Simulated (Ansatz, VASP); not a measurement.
**BeSi in VASP and in Ansatz**

Contents of INCAR:

```
PREC     = Accurate       # precision mode
ENCUT    = 520            # plane-wave cutoff, eV
EDIFF    = 1E-7           # SCF threshold, eV
ISMEAR   = -1             # smearing method
SIGMA    = 0.05           # smearing width, eV
LREAL    = F              # projectors in reciprocal space
LASPH    = T              # aspherical terms in the spheres
NELM     = 60             # most SCF steps
ALGO     = Normal         # electronic algorithm
ISIF     = 2              # what is computed and relaxed
LWAVE    = F              # write WAVECAR
LCHARG   = F              # write CHGCAR
GGA      = PE             # functional
NBANDS   = 10             # bands
```

KPOINTS

```
Automatic mesh
0
Gamma
  9 9 9
```

The input POSCAR:

```
BeSi
1.0
    2.9658259100      0.0000000000      0.0000000000
    0.0000000000      2.9658259100      0.0000000000
    0.0000000000      0.0000000000      2.9658259100
Be Si
1 1
Direct
    0.5000000000      0.5000000000      0.5000000000
    0.0000000000      0.0000000000      0.0000000000
```

File input.yaml:

```yaml
crystal:
  lattice:
    - [2.96582591, 0.0, 0.0]
    - [0.0, 2.96582591, 0.0]
    - [0.0, 0.0, 2.96582591]
  atoms:
    - { symbol: Be, position: [0.5, 0.5, 0.5] }
    - { symbol: Si, position: [0.0, 0.0, 0.0] }
kpoints:
  mp_grid: { grid: [9, 9, 9] }
scf:
  occupations: { method: fermi_dirac, width: 0.05 }
hamiltonian:
  xc: pbe
  pseudopotentials: { kind: all_electron, lapw: { basis_error: 0.001 } }
output:
  forces: true
  stress: true
  eigenvalues: true
  populations: true
```

The cell was built by a generator and needn't be a form met in nature.

Alike in both runs: task single point; functional PBE; k mesh 9 × 9 × 9; occupations fermi-dirac, width 0.05 eV; no spin polarisation.

|  | VASP | Ansatz |
| --- | --- | --- |
| version | VASP 6.6.1 | Ansatz 0.2.0 |
| potentials or method | VASP PAW PBE potentials, release 64 (Be, Si) | all-electron LAPW, scalar-relativistic |
| plane-wave cutoff (eV) | 520 | see its input |

```csv
,VASP,Ansatz,Ansatz less VASP
gap on the k mesh at the Fermi level (eV),none,none,-
pressure (GPa),-8.9,-8.9,+0.02
```

A gap of «none» marks a metal or a gap that the smearing closes. Ansatz ran all-electron here, so the differences hold the error of VASP's frozen core and of both bases.
